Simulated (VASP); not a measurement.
Consider the following.

```
PtSe2
1.0
    1.87974    -3.25580     0.00000
    1.87974     3.25580     0.00000
    0.00000     0.00000     5.06450
Pt Se
1 2
Direct
  0.00000   0.00000   0.00000
  0.33333   0.66667   0.25584
  0.66667   0.33333   0.74416
```

Calculation: optB88-vdW, VASP's PBE PAW potentials (set 64) (plane waves; VASP). Settings: 520 eV cut-off, 9×9×6 Γ-centred mesh, first-order Methfessel-Paxton smearing of 0.10 eV, potentials Pt Se.

Task: The ions and cell shape at fixed volume are relaxed. Which structure does the run end with?

Result: 
```
PtSe2
1.0
    1.89489    -3.28204     0.00000
    1.89489     3.28204     0.00000
    0.00000     0.00000     4.98385
Pt Se
1 2
Direct
  0.00000   0.00000   0.00000
  0.33333   0.66667   0.26189
  0.66667   0.33333   0.73811
```
Space group P-3m1 (164), at a tolerance of 0.03 Å.

Task: How much energy does the relaxation gain?

Result: The energy (σ→0) changes by -4.4 meV/atom, in 6 ionic steps.

| step | E(σ→0) (eV) | max force (eV/Å) | pressure (GPa) | volume (Å³) |
|---|---|---|---|---|
| 1 | -8.3493 | 0.322 | 3.70 | 61.99 |
| 2 | -8.3584 | 0.147 | 2.66 | 61.99 |
| 3 | -8.3616 | 0.050 | 1.52 | 61.99 |
| 4 | -8.3616 | 0.036 | 1.60 | 61.99 |
| 5 | -8.3623 | 0.016 | 1.52 | 61.99 |
| 6 | -8.3624 | 0.000 | 1.46 | 61.99 |

The compound is PtSe2 in the 1T layered structure. This cell is one point of a volume scan, at 0.97 of the reference volume. Symmetry was kept, so distortions that lower it aren't found.
